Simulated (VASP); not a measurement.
```
CELL_PARAMETERS angstrom
      0.00000     2.82540     2.82540
      2.82540     0.00000     2.82540
      2.82540     2.82540     0.00000
ATOMIC_POSITIONS crystal
  Ba 0.00000 0.00000 0.00000
  O  0.50000 0.50000 0.50000
```

The base run (VASP): PBE GGA, plane waves, VASP's PBE PAW potentials (set 64). Numerical set-up: 520 eV cut-off, 7×7×7 Γ-centred mesh, Gaussian smearing of 0.050 eV, potentials Ba_sv O.

The base run took about 7 core-seconds. Times come from single runs on busy shared machines, so they are rough: good to a factor of about 2.

Pressures at a finite cut-off, here 520 eV, hold a Pulay part, which wasn't tested here.

```tsv
setting	cost over the base run	electronic steps	pressure (GPa)
IVDW = 13	within a factor of 2	14	-2.59
base run	reference	14	-1.26
GGA = RP	within a factor of 2	15	1.01
AGGAC = 0.0, GGA = BO, LUSE_VDW = .TRUE., PARAM1 = 0.1833333333, PARAM2 = 0.22	about 4 times	14	-2.49
```

Left out are runs that failed, have no time on record or changed the cell.

The compound is BaO in the rock salt structure. The cell was not relaxed at this level.
